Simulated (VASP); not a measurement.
Input:

```
CELL_PARAMETERS angstrom
      4.81566     0.00000     0.00000
      0.00000     4.81566     0.00000
      0.00000     0.00000     3.20596
ATOMIC_POSITIONS crystal
  Hf 0.00000 0.00000 0.00000
  Hf 0.50000 0.50000 0.50000
  O  0.19493 0.80507 0.50000
  O  0.80507 0.19493 0.50000
  O  0.69493 0.69493 0.00000
  O  0.30507 0.30507 0.00000
```

The numbers are results of r2SCAN meta-GGA, VASP's PBE PAW potentials (set 64) (plane waves; VASP), not measurements. Settings: 520 eV cut-off, 5×5×8 Γ-centred mesh, tetrahedra with Blöchl corrections, potentials Hf_pv O.

Unless said otherwise, spin-orbit coupling is left out, though it shifts the bands of the heavy elements here.

Q: Give the energies of bands 12 to 25 at the high-symmetry points, in eV from the valence-band maximum.

A: 
| band | Γ | X | M | Z | R | A |
|---|---|---|---|---|---|---|
| 12 | -5.15 | -4.30 | -5.36 | -4.08 | -4.75 | -4.14 |
| 13 | -4.40 | -3.56 | -3.73 | -3.38 | -3.69 | -4.07 |
| 14 | -3.65 | -3.56 | -3.73 | -3.38 | -3.69 | -4.07 |
| 15 | -3.65 | -2.93 | -2.41 | -3.20 | -2.47 | -3.22 |
| 16 | -1.91 | -2.93 | -2.41 | -3.20 | -2.47 | -3.22 |
| 17 | -1.91 | -2.83 | -1.79 | -2.13 | -1.83 | -2.11 |
| 18 | -1.70 | -2.83 | -1.79 | -2.13 | -1.83 | -2.11 |
| 19 | -0.78 | -1.50 | -1.19 | -2.13 | -1.80 | -1.12 |
| 20 | -0.52 | -1.50 | -1.19 | -2.13 | -1.80 | -1.12 |
| 21 | -0.52 | -0.68 | -0.87 | -1.01 | -0.96 | -0.54 |
| 22 | 0.00 | -0.68 | -0.87 | -1.01 | -0.96 | -0.54 |
| 23 | 4.53 | 5.18 | 4.74 | 6.15 | 4.73 | 5.68 |
| 24 | 4.67 | 5.18 | 4.74 | 6.15 | 4.73 | 5.68 |
| 25 | 5.78 | 6.79 | 6.22 | 6.67 | 6.90 | 6.43 |

The gap is direct, 4.53 eV, from the valence maximum at Γ to the conduction minimum at Γ.

The structure comes from a computed database's HfO2 entry (P4_2/mnm); how it stands against other phases isn't given here. It was relaxed first.
